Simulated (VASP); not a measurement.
# Lattice vibrations of TaAs, part 3 of 3

Aim: the phonon dispersion and thermal properties of TaAs. The start is a computed cell from the Materials Project.

VASP 6.6.1; PBEsol; plane waves and PAW (Ta, As).

So far. Step 2 (Relax the host): The run ended after 8 ionic steps, 0.019 eV below its first step, once forces and stress met EDIFFG = -0.02. Step 3 (Tight relaxation): The run ended after 6 ionic steps, 0.000 eV below its first step, once forces and stress met EDIFFG = -0.002. The relaxed cell has a = 3.429, c = 11.577 Å (conventional setting).

### Step 6. Modes at the zone centre, bad settings

Input file INCAR:

```
SYSTEM = TaAs
PREC = Accurate
ENCUT = 350
EDIFF = 0.001
NELM = 120
ISMEAR = 1
SIGMA = 0.2
LREAL = Auto
ALGO = Fast
GGA = PS
NBANDS = 16
LASPH = .TRUE.
LWAVE = .FALSE.
LCHARG = .FALSE.
IBRION = 6
NSW = 1
NFREE = 2
POTIM = 0.015
ISIF = 0
ADDGRID = .TRUE.
```

Input file POSCAR:

```
TaAs
1.0
   -1.7144809714      1.7144809714      5.7883751249
    1.7144809714     -1.7144809714      5.7883751249
    1.7144809714      1.7144809714     -5.7883751249
Ta As
2 2
Direct
    0.5003366257      0.5003366257      0.0000000000
    0.2503366257      0.7503366257      0.5000000000
    0.0822627943      0.0822627943      0.0000000000
    0.8322627943      0.3322627943      0.5000000000
```

Input file KPOINTS:

```
Automatic mesh
0
Gamma
9 9 9
0 0 0
```

Potentials, in the order of the species: Ta and As (PBE family, release 64).

Launch:

```
$ mpirun -np 4 vasp_std
```

Output:

```text
[banner, memory and clock lines left out]
running    4 mpi-ranks, on    1 nodes
 distrk:  each k-point on    4 cores,    1 groups
 distr:  one band on    1 cores,    4 groups

 POSCAR found type information on POSCAR TaAs
 POSCAR found :  2 types and       4 ions
 [... a notice as in an earlier step ...]

 [... a notice as in an earlier step ...]

 LDA part: xc-table for (Slater+PW92), standard interpolation
 POSCAR, INCAR and KPOINTS ok, starting setup
 FFT: planning ... GRIDC
 FFT: planning ... GRID_SOFT
 FFT: planning ... GRID
 WAVECAR not read
 entering main loop
       N       E                     dE             d eps       ncg     rms          rms(c)
[... 4 cycles as in an earlier step ...]
DAV:   5    -0.396670762962E+02   -0.36214E-03   -0.36201E-03  3472   0.324E-01    0.230E+01
RMM:   6    -0.379766658431E+02    0.16904E+01   -0.32516E+00  2401   0.812E+00    0.106E+01
RMM:   7    -0.378989172824E+02    0.77749E-01   -0.29345E+00  2402   0.693E+00    0.137E+00
RMM:   8    -0.378498786320E+02    0.49039E-01   -0.71236E-01  2401   0.428E+00    0.207E+00
RMM:   9    -0.378202833287E+02    0.29595E-01   -0.96298E-02  2402   0.195E+00    0.235E-01
RMM:  10    -0.378250975221E+02   -0.48142E-02   -0.40979E-02  2448   0.789E-01    0.242E-01
RMM:  11    -0.378226748297E+02    0.24227E-02   -0.84989E-03  2393   0.465E-01    0.122E-01
RMM:  12    -0.378227189742E+02   -0.44145E-04   -0.14835E-03  1701   0.180E-01
   1 F= -.37822719E+02 E0= -.37822853E+02  d E =0.400760E-03
 Found     6 degrees of freedom:
 Finite differences POTIM= 0.01500 DOF=   6
 bond charge predicted
       N       E                     dE             d eps       ncg     rms          rms(c)
DAV:   1    -0.378214958268E+02    0.11790E-02   -0.41890E-01  8120   0.343E+00    0.950E-02
RMM:   2    -0.378214911381E+02    0.46888E-05   -0.16501E-03  4506   0.257E-01
   2 F= -.37821491E+02 E0= -.37821661E+02  d E =0.510112E-03
[... from here on, the cycles between the ionic steps are left out ...]
   3 F= -.37821620E+02 E0= -.37821791E+02  d E =0.512346E-03
   4 F= -.37821068E+02 E0= -.37821205E+02  d E =0.411889E-03
   5 F= -.37821024E+02 E0= -.37821161E+02  d E =0.412162E-03
   6 F= -.37820970E+02 E0= -.37821090E+02  d E =0.362024E-03
   7 F= -.37821038E+02 E0= -.37821189E+02  d E =0.452076E-03
   8 F= -.37821034E+02 E0= -.37821195E+02  d E =0.483305E-03
   9 F= -.37821142E+02 E0= -.37821305E+02  d E =0.489427E-03
  10 F= -.37821386E+02 E0= -.37821524E+02  d E =0.414715E-03
  11 F= -.37821451E+02 E0= -.37821589E+02  d E =0.413999E-03
  12 F= -.37821008E+02 E0= -.37821157E+02  d E =0.446572E-03
 Finite differences progress:
  Degree of freedom:   6/  6
  Displacement:        1/  2
  Total:              11/ 12
 bond charge predicted
       N       E                     dE             d eps       ncg     rms          rms(c)
DAV:   1    -0.378204400505E+02    0.49887E-04   -0.34255E-01  4336   0.311E+00    0.297E-01
RMM:   2    -0.378210964387E+02   -0.65639E-03   -0.12407E-02  3945   0.614E-01    0.171E-01
RMM:   3    -0.378210140907E+02    0.82348E-04   -0.14036E-03  2368   0.221E-01
  13 F= -.37821014E+02 E0= -.37821133E+02  d E =0.356283E-03
 Finite differences progress:
  Degree of freedom:   6/  6
  Displacement:        2/  2
  Total:              12/ 12
```

Run time: 5.9 min. Hardware: 4 MPI ranks of Intel Xeon Platinum 8488C (Sapphire Rapids), shared host; peak memory 1.2 GiB.

Parts of OUTCAR (step 6):

```text
  LATTYP: Found a body centered tetragonal cell.
 ALAT       =     3.4289619428
 C/A-ratio  =     3.3761676108

 Found     75 irreducible k-points:

   k-points           NKPTS =     75   k-points in BZ     NKDIM =     75   number of bands    NBANDS=     16

   ENCUT  =  350.0 eV  25.72 Ry    5.07 a.u.   9.57  9.57  9.57*2*pi/ulx,y,z

   NELECT =      20.0000    total number of electrons

 E-fermi :   7.1733

 k-point     1 :       0.0000    0.0000    0.0000
  band No.  band energies     occupation
    ...
      6       4.6830      2.00000
      7       4.7497      2.00000
      8       5.1982      2.00000
      9       5.5219      2.00000
     10       5.5284      2.00000
     11       8.0472     -0.00000
     12       8.7524     -0.00000
     13       9.6122     -0.00000
     14      10.3029     -0.00000
     15      10.3426     -0.00000
    ...

 k-point     2 :       0.1111   -0.0000    0.0000
  band No.  band energies     occupation
    ...
      6       4.5452      2.00000
      7       4.9107      2.00000
      8       5.1126      2.00000
      9       5.4585      2.00000
     10       5.7906      2.00000
     11       7.8425     -0.00002
     12       8.4929     -0.00000
     13       9.4508     -0.00000
     14       9.9583     -0.00000
     15      10.4751     -0.00000
    ...

 POSITION                                       TOTAL-FORCE (eV/Angst)
 -----------------------------------------------------------------------------------
      0.00000      0.00000      5.79227        -0.000000      0.000000     -0.085947
      1.71448      0.00000      2.89808         0.000000     -0.000000     -0.106272
      0.00000      0.00000      0.93734         0.000000     -0.000000      0.240845
      0.00000      1.71448      3.84652         0.000000     -0.000000     -0.048625
 -----------------------------------------------------------------------------------
    total drift:                               -0.000151     -0.005201      0.017147

  FREE ENERGIE OF THE ION-ELECTRON SYSTEM (eV)
  ---------------------------------------------------
  free  energy   TOTEN  =       -37.8210140907 eV

  energy  without entropy=      -37.8213703735  energy(sigma->0) =      -37.82113285

 Eigenvectors and eigenvalues of the dynamical matrix
 ----------------------------------------------------

   1 f  =    8.188415 THz    51.449329 2PiTHz  273.136128 cm-1    33.864549 meV
             X         Y         Z           dx          dy          dz
      0.000000  0.000000  5.792272    -0.000000   -0.000000   -0.059914
      1.714481  0.000000  2.898085    -0.000000   -0.000000    0.059914
      0.000000  0.000000  0.952336     0.000000    0.000000   -0.704564
      0.000000  1.714481  3.846523     0.000000    0.000000    0.704564

   2 f  =    7.807209 THz    49.054138 2PiTHz  260.420446 cm-1    32.288006 meV
             X         Y         Z           dx          dy          dz
      0.000000  0.000000  5.792272    -0.000000   -0.000000    0.383756
      1.714481  0.000000  2.898085    -0.000000   -0.000000    0.383756
      0.000000  0.000000  0.952336     0.000000    0.000000   -0.593912
      0.000000  1.714481  3.846523     0.000000    0.000000   -0.593912

   3 f  =    7.736299 THz    48.608599 2PiTHz  258.055153 cm-1    31.994747 meV
             X         Y         Z           dx          dy          dz
      0.000000  0.000000  5.792272     0.043164    0.304334    0.000000
      1.714481  0.000000  2.898085     0.039011    0.336728    0.000000
      0.000000  0.000000  0.952336    -0.111953   -0.122739   -0.000000
      0.000000  1.714481  3.846523    -0.015733   -0.873364   -0.000000

   4 f  =    7.736299 THz    48.608599 2PiTHz  258.055153 cm-1    31.994747 meV
             X         Y         Z           dx          dy          dz
      0.000000  0.000000  5.792272    -0.336728    0.039011    0.000000
      1.714481  0.000000  2.898085    -0.304334    0.043164    0.000000
      0.000000  0.000000  0.952336     0.873364   -0.015733    0.000000
      0.000000  1.714481  3.846523     0.122739   -0.111953   -0.000000

   5 f  =    7.151284 THz    44.932840 2PiTHz  238.541145 cm-1    29.575319 meV
             X         Y         Z           dx          dy          dz
      0.000000  0.000000  5.792272    -0.123211   -0.019901    0.000000
      1.714481  0.000000  2.898085     0.493182    0.004972    0.000000
      0.000000  0.000000  0.952336     0.240423    0.033328   -0.000000
      0.000000  1.714481  3.846523    -0.825931   -0.009702   -0.000000

   6 f  =    7.151284 THz    44.932840 2PiTHz  238.541145 cm-1    29.575319 meV
             X         Y         Z           dx          dy          dz
      0.000000  0.000000  5.792272    -0.004972    0.493182   -0.000000
      1.714481  0.000000  2.898085     0.019901   -0.123211   -0.000000
      0.000000  0.000000  0.952336     0.009702   -0.825931    0.000000
      0.000000  1.714481  3.846523    -0.033328    0.240423    0.000000

   7 f  =    4.887748 THz    30.710625 2PiTHz  163.037714 cm-1    20.214091 meV
             X         Y         Z           dx          dy          dz
      0.000000  0.000000  5.792272    -0.000000   -0.000000    0.704564
      1.714481  0.000000  2.898085     0.000000    0.000000   -0.704564
      0.000000  0.000000  0.952336     0.000000   -0.000000   -0.059914
      0.000000  1.714481  3.846523     0.000000    0.000000    0.059914

   8 f  =    3.878801 THz    24.371228 2PiTHz  129.382888 cm-1    16.041426 meV
             X         Y         Z           dx          dy          dz
      0.000000  0.000000  5.792272    -0.150726   -0.560074   -0.000000
      1.714481  0.000000  2.898085     0.123889    0.681401    0.000000
      0.000000  0.000000  0.952336    -0.027379   -0.400054   -0.000000
      0.000000  1.714481  3.846523     0.088492    0.123773    0.000000

   9 f  =    3.878801 THz    24.371228 2PiTHz  129.382888 cm-1    16.041426 meV
             X         Y         Z           dx          dy          dz
      0.000000  0.000000  5.792272     0.681401   -0.123889    0.000000
      1.714481  0.000000  2.898085    -0.560074    0.150726   -0.000000
      0.000000  0.000000  0.952336     0.123773   -0.088492   -0.000000
      0.000000  1.714481  3.846523    -0.400054    0.027379   -0.000000

  10 f/i=    0.014779 THz     0.092862 2PiTHz    0.492988 cm-1     0.061123 meV
             X         Y         Z           dx          dy          dz
      0.000000  0.000000  5.792272    -0.000000   -0.000000   -0.593912
      1.714481  0.000000  2.898085    -0.000000   -0.000000   -0.593912
      0.000000  0.000000  0.952336    -0.000000   -0.000000   -0.383756
      0.000000  1.714481  3.846523    -0.000000   -0.000000   -0.383756

  11 f/i=    0.136523 THz     0.857800 2PiTHz    4.553919 cm-1     0.564614 meV
             X         Y         Z           dx          dy          dz
      0.000000  0.000000  5.792272    -0.574795    0.213094   -0.000000
      1.714481  0.000000  2.898085    -0.536465    0.228320   -0.000000
      0.000000  0.000000  0.952336    -0.360823    0.134904   -0.000000
      0.000000  1.714481  3.846523    -0.339621    0.143326   -0.000000

  12 f/i=    0.136523 THz     0.857800 2PiTHz    4.553919 cm-1     0.564614 meV
             X         Y         Z           dx          dy          dz
      0.000000  0.000000  5.792272     0.228320    0.536465   -0.000000
      1.714481  0.000000  2.898085     0.213094    0.574795   -0.000000
      0.000000  0.000000  0.952336     0.143326    0.339621   -0.000000
      0.000000  1.714481  3.846523     0.134904    0.360823   -0.000000

 ELASTIC MODULI CONTR FROM IONIC RELAXATION (kBar)
 Direction    XX          YY          ZZ          XY          YZ          ZX
 --------------------------------------------------------------------------------
 XX           0.0000      0.0000      0.0000      0.0000      0.0000      0.0000
 YY           0.0000      0.0000      0.0000      0.0000      0.0000      0.0000
 ZZ           0.0000      0.0000      0.0000      0.0000      0.0000      0.0000
 XY           0.0000      0.0000      0.0000      0.0000      0.0000      0.0000
 YZ           0.0000      0.0000      0.0000      0.0000      0.0000      0.0000
 ZX           0.0000      0.0000      0.0000      0.0000      0.0000      0.0000
 --------------------------------------------------------------------------------

[... 4 parts as in an earlier step ...]

[... 7 further parts left out ...]
```

The fault in the input: loose electronic threshold. The run ended without an error.

### Step 7. What came out

```
result : none
```

In words: The session ends without its result: «force constants in the supercell» met its time limit.

[Lines on the potential files, build, host, timing and source positions are cut from VASP's logs without a mark.]

[Logs are printed without paths, hosts, clocks, repeated set-up lines and the standing remarks that a program may print on its own settings, such as how far it seeks lower states.]

[Hosts, paths, dates, database ids (printed as entryN), source tags and the programs' standing remarks are cut or masked in the printed files.]

[Runs that stopped without an error message from VASP are left out.]
